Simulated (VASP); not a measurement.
The system is TiPd.

```
CELL_PARAMETERS angstrom
3.22185 0.00000 0.00000
0.00000 3.22185 0.00000
0.00000 0.00000 3.22185
ATOMIC_POSITIONS crystal
Ti 0.50000 0.50000 0.50000
Pd 0.00000 0.00000 0.00000
```

The cell isn't the ideal one: cell and atoms relaxed from 1.04 times the given volume.

```yaml
Program: VASP 6.6.1
Task: relaxation of cell and atoms
Functional: r2SCAN
Potentials_or_basis: VASP PAW PBE potentials, release 64 (Ti_sv, Pd)
Cutoff: 600 eV
k_mesh: 10 × 10 × 10
Occupations: fermi-dirac, width 0.05 eV
Spin: no spin polarisation
```

At the start: pressure -8.6 GPa; volume 16.72 Å³/atom.

Task: How do energy, volume and symmetry change on relaxing?

Result: Over 4 steps the energy falls by 26.9 meV/atom and the volume is 15.77 Å³/atom (-5.7 %); space group Pm-3m (No. 221, to 0.05 Å).

Step by step:
```
step  energy change (eV)  largest force (eV/Å)  pressure (GPa)  volume (Å³)
   1              0.0000                0.0000           -8.58        33.44
   2              0.0421                0.0000           14.64        29.29
   3             -0.0538                0.0000           -0.17        31.57
   4             -0.0538                0.0000           -0.02        31.54
```

Final structure:
```
CELL_PARAMETERS angstrom
3.15941 0.00000 0.00000
0.00000 3.15941 0.00000
0.00000 0.00000 3.15941
ATOMIC_POSITIONS crystal
Ti 0.50000 0.50000 0.50000
Pd 0.00000 0.00000 0.00000
```

Caveat: the PAW data sets were made with another functional, which shifts forces and pressure a little.
